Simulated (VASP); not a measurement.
Consider the following.

```
GdTl
1.0
    3.81356     0.00000     0.00000
    0.00000     3.81356     0.00000
    0.00000     0.00000     3.81356
Gd Tl
1 1
Direct
  0.00000   0.00000   0.00000
  0.50000   0.50000   0.50000
```

Method: PBEsol GGA, VASP's PBE PAW potentials (set 64) (plane waves; VASP). Settings: 300 eV cut-off, 9×9×9 Γ-centred mesh, Fermi-Dirac smearing of 0.14 eV, potentials Gd Tl_d.

At this cut-off the stress carries a Pulay error, which pulls relaxed volumes low. The run has a spin-polarised start.

Question: Give the stress tensor in GPa (positive for a compressed cell).

Answer: 
```
-1.61   0.00   0.00
 0.00  -1.61   0.00
 0.00   0.00  -1.61
```
The pressure is its mean diagonal, -1.61 GPa.

The structure comes from a computed database's GdTl entry (Pm-3m); how it stands against other phases isn't given here. The cell was not relaxed at this level.
